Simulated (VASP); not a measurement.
Computed with PBE GGA, VASP's PBE PAW potentials (set 64) (plane waves; VASP).

Input for VASP

INCAR:
```
# general
SYSTEM  = Zn31Se33
PREC    = Normal
ENCUT   = 400
LREAL   = Auto
LASPH   = .True.
ISYM    = 0
NELECT  = 569.0

# electronic loop
EDIFF   = 1E-5
NELM    = 100
NELMIN  = 4
ALGO    = Fast   # Davidson, then RMM-DIIS
LMAXMIX = 4   # l cut-off of mixed one-centre charges

# smearing
ISMEAR  = 0
SIGMA   = 0.05   # width (eV)

# functional
GGA     = PE   # PBE

# spin
ISPIN   = 2
MAGMOM  = 64*0.0156
NUPDOWN = 1

# ions
IBRION  = 2
NSW     = 120
ISIF    = 2   # forces and stress, cell fixed
EDIFFG  = -0.03

# output
LWAVE   = .False.
LCHARG  = .False.
LORBIT  = 10
```

File KPOINTS:
```
Automatic mesh
0
Gamma
1 1 1
0 0 0
```

### POSCAR
```
Zn31Se33
1.0
 11.4825331920   0.0000000000   0.0000000000
  0.0000000000  11.4825331920   0.0000000000
  0.0000000000   0.0000000000  11.4825331920
Zn Se
31 33
Cart
  5.7425771308   0.0054021449  11.4822492496
  8.6185636742   2.8636576315  11.4780302799
  8.6187109595  11.4807291126   2.8627889664
  0.0003601106   0.0005437358  11.4816691440
  2.8630123040   2.8642865241   0.0021164513
  5.7461508442   5.7349907256   0.0033358091
  8.6179304504   8.6214970871   0.0003414768
  2.8577969225  11.4816965276   2.8589762510
  5.6685628301   2.8146932210   2.7941446606
  8.6754487855   5.8252338704   2.7877528132
  5.7473376651   0.0009274844   5.7458990564
  8.6612263775   2.8220289223   5.7617671651
  8.6180884455   0.0101713600   8.6128903624
 11.4769156394   5.7411539213   0.0006799531
  2.8548274808   8.6295945282   0.0072892407
  0.0012299309   2.8648588032   2.8625899201
  2.8492768277   5.7549178031   2.8480954645
  5.7295671084   8.6380593276   2.8468844913
 11.4769435591   0.0039043644   5.7425155339
  2.7923817783   2.8166669536   5.6694742733
  8.6627724742   8.6866508418   5.6695996948
  2.8580174950  11.4821623154   8.6169542835
  5.7660888014   2.8151334085   8.6690182489
  8.6697822392   5.7125655657   8.6705121701
  0.0038752849   8.6263178461   2.8596487244
  0.0012266664   5.7353959362   5.7464414200
  2.8529858088   8.6313384368   5.7239779521
 11.4744365926   2.8634430884   8.6135779904
  2.7821936148   5.8240932403   8.6832455002
  5.6597296434   8.6991438861   8.6792001785
  0.0000889242   8.6254574128   8.6158053906
  7.1832968387   1.4344114132   1.4290287151
 10.0478336384   4.2995652337   1.4287243464
 10.0561309502   1.4280279193   4.2984180207
  1.4306594771   1.4364527067   1.4317345465
  4.2870926995   4.3143406887   1.4217027487
  7.1674485190   7.1974094083   1.4203999783
 10.0464847577  10.0511554687   1.4320134836
  4.3010667954   1.4265872633   4.3013789136
  7.2865889421   4.2022312963   4.1705217504
 10.0597905415   7.1834124931   4.3027591474
  7.1769028843   1.4384214869   7.1763518467
 10.0464033787   4.3057411291   7.1752939379
 10.0474995863   1.4360389463  10.0477536132
  1.4222999323   7.1869685647   1.4242107429
  4.2958736877  10.0617935041   1.4236495593
  1.4240644543   4.3155698617   4.2885559611
  4.2347432037   7.2490449787   4.2347869785
  7.1673915599  10.0599905569   4.2886847102
  1.4267231694   1.4353561156   7.1803107876
  4.1674845732   4.1900252188   7.3008788226
  5.9966099365   5.4808417626   6.0190630438
  7.2906429538   7.3111701337   7.3011950561
 10.0449655451  10.0541328700   7.1789674770
  4.2965836493   1.4241096805  10.0583452109
  7.1756418243   4.3058675311  10.0467148413
 10.0577299699   7.1869945635  10.0562888132
  1.4227489521  10.0609583071   4.2978253980
  1.4226244998   7.1959431737   7.1662344960
  4.2870427573  10.0611174458   7.1661204836
  1.4232011400   4.2990272540  10.0509461881
  4.3016382673   7.1841718870  10.0642215822
  7.1825626582  10.0584229362  10.0490655661
  1.4308940124  10.0512126276  10.0466519641
```

POTCAR, in this order: Zn Se (PBE.64 set). Program: vasp_gam.

What VASP printed:

OUTCAR:
```
 ion  position               nearest neighbor table
   1  0.500  0.000  1.000-  55 2.48  46 2.48  32 2.48  63 2.48
   2  0.751  0.249  1.000-  44 2.48  32 2.48  33 2.48  56 2.49
   3  0.751  1.000  0.249-  38 2.48  49 2.48  34 2.48  32 2.49
   4  0.000  0.000  1.000-  64 2.48  35 2.48  38 2.48  44 2.49
   5  0.249  0.249  0.000-  35 2.48  36 2.48  55 2.48  61 2.49
   6  0.500  0.499  0.000-  56 2.48  36 2.48  37 2.48  62 2.49
   7  0.751  0.751  0.000-  38 2.48  37 2.48  57 2.48  63 2.49
   8  0.249  1.000  0.249-  35 2.48  46 2.48  58 2.48  39 2.49
   9  0.494  0.245  0.243-  36 2.46  32 2.46  39 2.46  40 2.54
  10  0.756  0.507  0.243-  37 2.45  41 2.46  33 2.46  40 2.54
  11  0.501  0.000  0.500-  42 2.48  49 2.48  60 2.48  39 2.49
  12  0.754  0.246  0.502-  34 2.46  43 2.47  42 2.47  40 2.52
  13  0.751  0.001  0.750-  44 2.48  54 2.48  63 2.49  42 2.49
  14  1.000  0.500  0.000-  57 2.48  45 2.48  33 2.48  61 2.48
  15  0.249  0.752  0.001-  64 2.48  46 2.48  45 2.48  62 2.49
  16  0.000  0.249  0.249-  35 2.48  47 2.48  34 2.48  33 2.49
  17  0.248  0.501  0.248-  48 2.46  45 2.47  36 2.49  47 2.49
  18  0.499  0.752  0.248-  48 2.47  46 2.47  49 2.48  37 2.49
  19  1.000  0.000  0.500-  34 2.48  58 2.48  54 2.48  50 2.48
  20  0.243  0.245  0.494-  47 2.45  50 2.46  39 2.47  51 2.54
  21  0.754  0.757  0.494-  49 2.46  54 2.46  41 2.47  53 2.54
  22  0.249  1.000  0.750-  64 2.48  60 2.48  50 2.48  55 2.49
  23  0.502  0.245  0.755-  55 2.45  56 2.47  42 2.47  51 2.51
  24  0.755  0.498  0.755-  57 2.45  56 2.47  43 2.47  53 2.52
  25  0.000  0.751  0.249-  58 2.48  38 2.48  45 2.48  41 2.49
  26  0.000  0.499  0.500-  43 2.48  47 2.48  59 2.48  41 2.49
  27  0.248  0.752  0.498-  48 2.46  58 2.47  60 2.49  59 2.49
  28  0.999  0.249  0.750-  44 2.48  50 2.48  61 2.49  43 2.49
  29  0.242  0.507  0.756-  59 2.46  61 2.46  62 2.46  51 2.55
  30  0.493  0.758  0.756-  60 2.46  63 2.46  62 2.46  53 2.55
  31  0.000  0.751  0.750-  64 2.48  59 2.48  54 2.48  57 2.48
  32  0.626  0.125  0.124-   9 2.46   2 2.48   1 2.48   3 2.49
  33  0.875  0.374  0.124-  10 2.46   2 2.48  14 2.48  16 2.49
  34  0.876  0.124  0.374-  12 2.46  19 2.48  16 2.48   3 2.48
  35  0.125  0.125  0.125-  16 2.48   5 2.48   8 2.48   4 2.48
  36  0.373  0.376  0.124-   9 2.46   5 2.48   6 2.48  17 2.49
  37  0.624  0.627  0.124-  10 2.45   7 2.48   6 2.48  18 2.49
  38  0.875  0.875  0.125-   3 2.48   7 2.48  25 2.48   4 2.48
  39  0.375  0.124  0.375-   9 2.46  20 2.47   8 2.49  11 2.49
...
```

### OSZICAR
```
       N       E                     dE             d eps       ncg     rms          rms(c)
DAV:   1     0.684524970465E+04    0.68452E+04   -0.21696E+05  1376   0.180E+03
DAV:   2     0.130686486180E+04   -0.55384E+04   -0.53760E+04  1376   0.494E+02
DAV:   3    -0.411987509648E+02   -0.13481E+04   -0.12497E+04  1520   0.199E+02
DAV:   4    -0.197165038833E+03   -0.15597E+03   -0.15362E+03  1584   0.677E+01
DAV:   5    -0.201451225298E+03   -0.42862E+01   -0.42625E+01  1520   0.106E+01    0.272E+01
RMM:   6    -0.192843493326E+03    0.86077E+01   -0.26423E+01  1376   0.110E+01    0.208E+01
RMM:   7    -0.192170354854E+03    0.67314E+00   -0.96566E+00  1376   0.583E+00    0.632E+00
RMM:   8    -0.192311183587E+03   -0.14083E+00   -0.17872E+00  1388   0.227E+00    0.289E+00
RMM:   9    -0.192266611630E+03    0.44572E-01   -0.37853E-01  1376   0.157E+00    0.122E+00
RMM:  10    -0.192258422695E+03    0.81889E-02   -0.78614E-02  1376   0.619E-01    0.464E-01
RMM:  11    -0.192259862544E+03   -0.14398E-02   -0.17490E-02  1415   0.209E-01    0.301E-01
RMM:  12    -0.192260454091E+03   -0.59155E-03   -0.35669E-03  1395   0.111E-01    0.159E-01
RMM:  13    -0.192260784161E+03   -0.33007E-03   -0.17152E-03  1379   0.962E-02    0.808E-02
RMM:  14    -0.192260800462E+03   -0.16301E-04   -0.33147E-04  1386   0.409E-02    0.304E-02
RMM:  15    -0.192260814456E+03   -0.13995E-04   -0.91003E-05  1401   0.190E-02    0.142E-02
RMM:  16    -0.192260816789E+03   -0.23325E-05   -0.20383E-05   875   0.796E-03
   1 F= -.19226082E+03 E0= -.19226082E+03  d E =-.192261E+03  mag=     1.0000
       N       E                     dE             d eps       ncg     rms          rms(c)
DAV:   1    -0.192262322125E+03   -0.15077E-02   -0.30740E-01  1504   0.976E-01    0.136E-01
RMM:   2    -0.192262824665E+03   -0.50254E-03   -0.56042E-03  1376   0.126E-01    0.440E-02
RMM:   3    -0.192262881208E+03   -0.56543E-04   -0.71182E-04  1383   0.497E-02    0.316E-02
RMM:   4    -0.192262885962E+03   -0.47540E-05   -0.12383E-04  1407   0.228E-02    0.249E-02
RMM:   5    -0.192262883881E+03    0.20807E-05   -0.27854E-05   922   0.111E-02
   2 F= -.19226288E+03 E0= -.19226288E+03  d E =-.206709E-02  mag=     1.0000
       N       E                     dE             d eps       ncg     rms          rms(c)
DAV:   1    -0.192262902457E+03   -0.16495E-04   -0.60916E-01  1464   0.138E+00    0.193E-01
RMM:   2    -0.192263845000E+03   -0.94254E-03   -0.10633E-02  1376   0.176E-01    0.632E-02
RMM:   3    -0.192263951257E+03   -0.10626E-03   -0.13268E-03  1379   0.689E-02    0.452E-02
RMM:   4    -0.192263958938E+03   -0.76804E-05   -0.21468E-04  1410   0.317E-02    0.350E-02
RMM:   5    -0.192263955511E+03    0.34264E-05   -0.50168E-05  1070   0.152E-02
   3 F= -.19226396E+03 E0= -.19226396E+03  d E =-.313872E-02  mag=     1.0000
       N       E                     dE             d eps       ncg     rms          rms(c)
DAV:   1    -0.192264549612E+03   -0.59067E-03   -0.24862E-01  1464   0.877E-01    0.872E-02
RMM:   2    -0.192264768928E+03   -0.21932E-03   -0.24465E-03  1376   0.879E-02    0.281E-02
RMM:   3    -0.192264797945E+03   -0.29016E-04   -0.31818E-04  1379   0.336E-02    0.242E-02
RMM:   4    -0.192264799502E+03   -0.15570E-05   -0.47615E-05  1064   0.153E-02
   4 F= -.19226480E+03 E0= -.19226480E+03  d E =-.843990E-03  mag=     1.0000
```

### OUTCAR
```
------------------------ aborting loop because EDIFF is reached ----------------------------------------
  FORCE on cell =-STRESS in cart. coord.  units (eV):
  Direction    XX          YY          ZZ          XY          YZ          ZX
  --------------------------------------------------------------------------------------
  Total       -2.0423717     -2.0309531     -1.9806411     -0.3286791     -0.3680143      0.3254085
  in kB       -2.1613855     -2.1493016     -2.0960578     -0.3478320     -0.3894594      0.3443708
  external PRESSURE =      -2.1355816 kB  Pullay stress =       0.0000000 kB
  volume of cell :     1513.96
      direct lattice vectors                 reciprocal lattice vectors
    11.482533192  0.000000000  0.000000000     0.087088797  0.000000000  0.000000000
     0.000000000 11.482533192  0.000000000     0.000000000  0.087088797  0.000000000
     0.000000000  0.000000000 11.482533192     0.000000000  0.000000000  0.087088797
  FREE ENERGIE OF THE ION-ELECTRON SYSTEM (eV)
  ---------------------------------------------------
  free  energy   TOTEN  =      -192.2647995016 eV

  energy  without entropy=     -192.2647995016  energy(sigma->0) =     -192.26479950

 total charge

# of ion       s       p       d       tot
------------------------------------------
    1        0.525   0.419   9.782  10.726
    2        0.515   0.421   9.784  10.719
    3        0.516   0.421   9.784  10.721
    4        0.515   0.420   9.784  10.719
    5        0.516   0.421   9.784  10.720
    6        0.515   0.419   9.784  10.718
    7        0.516   0.422   9.784  10.721
    8        0.516   0.421   9.783  10.720
    9        0.521   0.423   9.783  10.727
   10        0.521   0.423   9.783  10.727
   11        0.515   0.419   9.784  10.718
   12        0.519   0.425   9.784  10.728
   13        0.515   0.421   9.784  10.720
   14        0.525   0.419   9.782  10.726
   15        0.516   0.421   9.783  10.721
   16        0.516   0.421   9.784  10.720
   17        0.518   0.427   9.783  10.729
   18        0.519   0.427   9.783  10.729
   19        0.525   0.418   9.782  10.725
   20        0.521   0.423   9.783  10.726
   21        0.521   0.423   9.783  10.726
   22        0.516   0.422   9.784  10.721
   23        0.519   0.426   9.784  10.728
   24        0.519   0.425   9.784  10.728
   25        0.516   0.421   9.783  10.720
   26        0.515   0.419   9.784  10.718
   27        0.518   0.426   9.783  10.727
   28        0.515   0.421   9.784  10.720
   29        0.522   0.423   9.783  10.728
   30        0.521   0.423   9.783  10.727
   31        0.516   0.422   9.784  10.721
   32        1.434   2.417   0.027   3.877
   33        1.434   2.417   0.027   3.878
   34        1.433   2.421   0.027   3.881
   35        1.431   2.421   0.027   3.879
   36        1.430   2.424   0.027   3.881
   37        1.430   2.424   0.027   3.881
   38        1.431   2.421   0.027   3.879
   39        1.430   2.423   0.027   3.880
   40        1.462   2.323   0.030   3.814
   41        1.430   2.423   0.027   3.880
   42        1.430   2.422   0.027   3.879
   43        1.430   2.422   0.027   3.879
   44        1.431   2.421   0.026   3.878
   45        1.433   2.418   0.027   3.879
   46        1.433   2.418   0.027   3.879
   47        1.430   2.424   0.027   3.881
   48        1.454   2.347   0.024   3.826
   49        1.430   2.424   0.027   3.881
   50        1.434   2.416   0.027   3.877
   51        1.462   2.321   0.030   3.813
   52        1.568   2.019   0.048   3.636
   53        1.462   2.321   0.030   3.814
   54        1.434   2.416   0.027   3.877
   55        1.433   2.421   0.027   3.882
   56        1.430   2.422   0.027   3.879
   57        1.433   2.421   0.027   3.881
   58        1.433   2.418   0.027   3.879
   59        1.430   2.424   0.027   3.881
   60        1.430   2.424   0.027   3.881
   61        1.434   2.417   0.027   3.878
   62        1.430   2.424   0.027   3.881
   63        1.434   2.417   0.027   3.878
   64        1.431   2.421   0.027   3.879
--------------------------------------------------
tot         63.560  92.200 304.192 459.952

 magnetization (x)

# of ion       s       p       d       tot
------------------------------------------
    1       -0.000   0.002   0.000   0.002
    2       -0.000  -0.000   0.000  -0.000
    3       -0.000   0.000   0.000  -0.000
    4        0.000  -0.000   0.000   0.000
    5       -0.000   0.000   0.000  -0.000
    6        0.000   0.000  -0.000   0.000
    7       -0.000   0.000   0.000  -0.000
    8        0.000  -0.000   0.000   0.000
    9        0.001   0.001   0.000   0.002
   10        0.001   0.001   0.000   0.002
   11        0.000   0.000  -0.000   0.000
   12        0.002   0.001   0.000   0.003
   13       -0.000  -0.000   0.000  -0.000
   14       -0.000   0.002   0.000   0.002
   15        0.000  -0.000   0.000   0.000
   16       -0.000   0.000   0.000  -0.000
   17       -0.001   0.002   0.004   0.004
...
```
(Selected blocks of OUTCAR.)

### CONTCAR
```
Zn31Se33
   1.00000000000000
    11.4825331920000000    0.0000000000000000    0.0000000000000000
     0.0000000000000000   11.4825331920000000    0.0000000000000000
     0.0000000000000000    0.0000000000000000   11.4825331920000000
  Zn              Se
    31    33
Direct
     0.5000025301295545    0.0001950934108367    0.0001848242463927
     0.7501806244733484    0.2497591205617680    0.9994474963901879
     0.7504334491803660    0.0000228395656136    0.2493127936606347
     0.9998910537749742    0.0001226639756123    0.9999323436477144
     0.2492014235619779    0.2496473280175437    0.9999850704995351
     0.5004166392799129    0.4995237380283478    0.0002429844268254
     0.7503359778210219    0.7508894223107258    0.9998575283049093
     0.2489324709547298    0.9997666364163527    0.2491136038134659
     0.4934864277180295    0.2454841316336613    0.2433288376058080
     0.7552001664653641    0.5072460551580467    0.2429493778285053
     0.5003977607864579    0.0000855333961767    0.5004324592717471
     0.7541856971132248    0.2458700763727543    0.5015627880121226
     0.7502397818317402    0.0007812959316519    0.7500458166786873
     0.9998083793776235    0.5001294266173956    0.0002154765815821
     0.2488142028620142    0.7512558788431513    0.0006206979897522
     0.0000100824089746    0.2496465450206648    0.2492852056092077
     0.2484377240700030    0.5010215082090753    0.2484002119110518
     0.4990587182280546    0.7518161531943924    0.2483651497805986
     0.9997973416514603    0.0000651553558853    0.4999362761264213
     0.2432471618798009    0.2454852190972829    0.4935088862546320
     0.7542345347405393    0.7565378461795227    0.4935503480129516
     0.2491191077137507    0.0000917088466571    0.7502526969603714
     0.5019871417327791    0.2451666475672380    0.7549410153352478
     0.7549496738838449    0.4977958717103816    0.7550103822959080
     0.0004266154941164    0.7512029504236681    0.2490831521056365
     0.0001408334246724    0.4995761384027628    0.5004669826872706
     0.2484835379651834    0.7515516122690219    0.4989250408054886
     0.9992874636481560    0.2497552834912293    0.7500718636624550
     0.2424761622982657    0.5072218079097831    0.7559001429133100
     0.4928823633428736    0.7574741651367289    0.7555520766916671
     0.9998971817511184    0.7509149833501949    0.7501523326072648
     0.6255024091259062    0.1251460836640034    0.1246491742701820
     0.8748625946317279    0.3745493293538822    0.1245865849539868
     0.8756794137174373    0.1243282229292756    0.3741018593696741
     0.1246170054362884    0.1252238094962494    0.1246651952742416
     0.3737281839245237    0.3759324869317448    0.1240802977145133
     0.6239993810543553    0.6265219707608647    0.1238698640480219
     0.8748332414344068    0.8753844550370409    0.1246396214020444
     0.3747284900082606    0.1244133530298918    0.3748213812789437
     0.6346243980863793    0.3660626958414303    0.3635096085884657
     0.8758597494054252    0.6254612545411218    0.3749000325861790
     0.6248114988765018    0.1254666305101386    0.6247566908488285
     0.8746623790757847    0.3751572929656851    0.6247841658752759
     0.8749786305903325    0.1250206379881213    0.8749658269498221
     0.1241971013272058    0.6257043417494432    0.1244011847043886
     0.3743151019472089    0.8759527897462879    0.1243973343003844
     0.1240688826721464    0.3760180486860422    0.3737458595436169
     0.3690182924144480    0.6311814846705454    0.3685701622542571
     0.6240305019136095    0.8760049142645542    0.3738129293531810
     0.1243853280436096    0.1251048560873269    0.6254505638331406
     0.3632544924995334    0.3654011474616280    0.6356260057578800
     0.5228441732241972    0.4769966530558410    0.5239309842166753
     0.6345390395455470    0.6364306134271948    0.6355724390158841
     0.8747491420731428    0.8755402353817522    0.6254253537446024
     0.3739769217648028    0.1241090373468651    0.8758644148042285
     0.6248842922671551    0.3750810490072868    0.8749119191541682
     0.8759086653291084    0.6260272309626418    0.8758530681070081
     0.1243083039160056    0.8758405301667652    0.3744323949272703
     0.1240177551560168    0.6263792877137039    0.6240881496314585
     0.3736551288002952    0.8760953478136769    0.6240410636360124
     0.1241053629963556    0.3744095503572180    0.8751309262071885
     0.3745643884655199    0.6254725520361333    0.8762432880068126
     0.6256022501784195    0.8759434075043181    0.8750045140696392
     0.1245722705344124    0.8754288631071959    0.8747872788546817
```

The cell is charged, with a uniform compensating background. The supercell is sampled at Γ alone, which is coarse: total energies, pressure and levels can be off, energies of defects by several tenths of an eV.

The cell is a supercell with a defect, built from ZnSe (zinc blende): Se_Zn, charge +1.
